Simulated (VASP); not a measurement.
GePd3 (relaxed from the D03 structure, space group Fm-3m): computed properties

Computed with r2SCAN meta-GGA, VASP's PBE PAW potentials (set 64) (plane waves; VASP).

```
Property                                                                                               Result
----------------------------------  -------------------------------------------------------------------------
space group                                                                                       Fm-3m (225)
cell                                a = 6.188 Å, b = 6.188 Å, c = 6.188 Å, α = 90.00°, β = 90.00°, γ = 90.00°
volume per atom                                                                                 14.81 Å³/atom
band gap (over mesh and band path)                                   none (metal, semimetal or under 0.01 eV)
density                                                                                           10.99 g/cm³
```

Space group Fm-3m (No. 225); a = b = c = 6.1878 Å, α = β = γ = 90.00°

```json
[
 {"atom": "Ge", "site": "4a", "symmetry": "m-3m", "x": "0.0000", "y": "0.0000", "z": "0.0000"},
 {"atom": "Pd", "site": "4b", "symmetry": "m-3m", "x": "0.5000", "y": "0.5000", "z": "0.5000"},
 {"atom": "Pd", "site": "8c", "symmetry": "-43m", "x": "0.2500", "y": "0.2500", "z": "0.2500"}
]
```
(The calculation used a cell of 4 atoms; values per cell refer to that cell.)

The structure was generated: GePd3 was put into the D03 type (Fm-3m), which need not be its known phase. It was relaxed first, which changed the volume by -9 %. Symmetry was kept, so distortions that lower it aren't found.
